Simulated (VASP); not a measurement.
These are PBEsol GGA, VASP's PBE PAW potentials (set 64) (plane waves; VASP 6.6.1) values and carry that method's errors.

VASP input:

**POSCAR**
```
FeO
1
    3.0377012350     0.0000000000     0.0000000000
   -1.5188506175     2.6307267853    -0.0000000000
    0.0000000000    -0.0000000000     5.6920292388
Fe O
2 2
Direct
  0.3333330000   0.6666670000   0.0208284135
  0.6666670000   0.3333330000   0.5208284135
  0.3333330000   0.6666670000   0.3541715865
  0.6666670000   0.3333330000   0.8541715865
```

### INCAR
```
ALGO = Normal
EDIFFG = -0.02
LWAVE = .False.
LORBIT = 10
SYSTEM = FeO
LREAL = .False.   ! projection in real space or not
PREC = Accurate
NELM = 100
ENCUT = 520
ISPIN = 2   ! spin-polarised
MAGMOM = 2*4.0 2*0.0
LMAXMIX = 4   ! l cut-off of mixed one-centre charges
IBRION = 2   ! conjugate gradients
ISMEAR = 1
LASPH = .True.   ! aspherical one-centre terms
NSW = 60   ! most ionic steps
SIGMA = 0.1
ISIF = 3   ! ions, shape and volume
GGA = PS
LCHARG = .False.
EDIFF = 1E-6
```

### KPOINTS
```
Automatic mesh
0
Gamma
10 10 5
0 0 0
```

POTCAR, in this order: Fe O (PBE.64 set). Program: vasp_std.

**Question.** What will the output report for the number of irreducible k-points (NKPTS), number of bands (NBANDS), largest plane-wave count, number of space-group operations, FFT grid (NGX, NGY, NGZ)?

**Answer.** 
```
Property                                       Value
--------------------------------------  ------------
number of irreducible k-points (NKPTS)            42
number of bands (NBANDS)                          22
largest plane-wave count                        1239
number of space-group operations                  12
FFT grid (NGX, NGY, NGZ)                24 × 24 × 42
```

The structure was generated: FeO was put into the wurtzite type (P6_3mc), which need not be its known phase. It was relaxed first. The start is the result of an earlier pass.
